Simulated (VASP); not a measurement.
Method: LDA (Ceperley-Alder, Perdew-Zunger), VASP's LDA PAW potentials (set 64) (plane waves; VASP).

A VASP calculation is set up with these files.

File KPOINTS:
```
Automatic mesh
0
Gamma
12 12 12
0 0 0
```

### INCAR
```
# general
SYSTEM  = Sb
PREC    = Accurate
ENCUT   = 520
LREAL   = .FALSE.
LASPH   = .TRUE.   # aspherical one-centre terms

# electronic loop
EDIFF   = 1E-7
NELM    = 100
ALGO    = Normal
LMAXMIX = 4

# smearing
ISMEAR  = -5   # tetrahedra, Bloechl

# ions
ISIF    = 2   # forces and stress, cell fixed

# output
LWAVE   = .FALSE.
LCHARG  = .TRUE.
LORBIT  = 11   # lm-projected
NEDOS   = 601   # DOS grid
```

### POSCAR
```
Sb
1
    3.8654076397    -2.1504900945    -0.0277053295
    3.8654076397     2.1504900945    -0.0277053295
    2.6943415543     0.0000000000     3.5081723969
Sb
2
Direct
  0.2360310242   0.2360310242   0.2360310242
  0.7639689758   0.7639689758   0.7639689758
```

POTCAR, in this order: Sb (LDA.64 set). Program: vasp_std.

For a metal the tetrahedron method with Blöchl corrections gives inexact stress and forces. Unless said otherwise, spin-orbit coupling is left out, though it shifts the bands of the heavy elements here.

Q: Estimate the energy per atom (σ→0), band gap (on the k-mesh).

A: 
The energy per atom (σ→0) is -4814 meV/atom and the band gap (on the k-mesh) is none (metal, semimetal or under 0.01 eV).

**OSZICAR**
```
...
DAV:   5    -0.965220235004E+01   -0.12898E-03   -0.12895E-03  4094   0.296E-01    0.321E+00
DAV:   6    -0.963674950229E+01    0.15453E-01   -0.36088E-03  3740   0.378E-01    0.192E+00
DAV:   7    -0.962793199898E+01    0.88175E-02   -0.80921E-03  3600   0.566E-01    0.567E-02
DAV:   8    -0.962793648905E+01   -0.44901E-05   -0.17990E-04  3652   0.114E-01    0.181E-02
DAV:   9    -0.962793949638E+01   -0.30073E-05   -0.14475E-05  4070   0.279E-02    0.678E-03
DAV:  10    -0.962793924691E+01    0.24947E-06   -0.22516E-06  3911   0.949E-03    0.874E-04
DAV:  11    -0.962793929565E+01   -0.48737E-07   -0.15885E-07  2763   0.302E-03
   1 F= -.96279393E+01 E0= -.96279393E+01  d E =0.000000E+00
```

The compound is Sb in the a7 structure. It was relaxed first.
